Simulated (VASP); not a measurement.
```yaml
crystal:
  lattice:
    - [4.23468, -2.29447, 0.01103]
    - [4.23468, 2.29447, 0.01103]
    - [2.98165, 0.00000, 3.78246]
  atoms:
    - { symbol: Bi, position: [0.23423, 0.23423, 0.23423] }
    - { symbol: Bi, position: [0.76577, 0.76577, 0.76577] }
```

The numbers are results of PBE GGA, VASP's PBE PAW potentials (set 64) (plane waves; VASP 6.6.1), not measurements. Numerical set-up: 480 eV cut-off, 9×9×9 Γ-centred mesh, first-order Methfessel-Paxton smearing of 0.10 eV, potentials Bi.

Q: What does the run give for the energy per atom (σ→0)?

A: 
```yaml
energy per atom (σ→0): -3.879 eV/atom
```

The absolute energy has meaning only against runs of the same code, potentials and settings.

The compound is Bi in the a7 structure. It was relaxed first. The start is the result of an earlier pass.
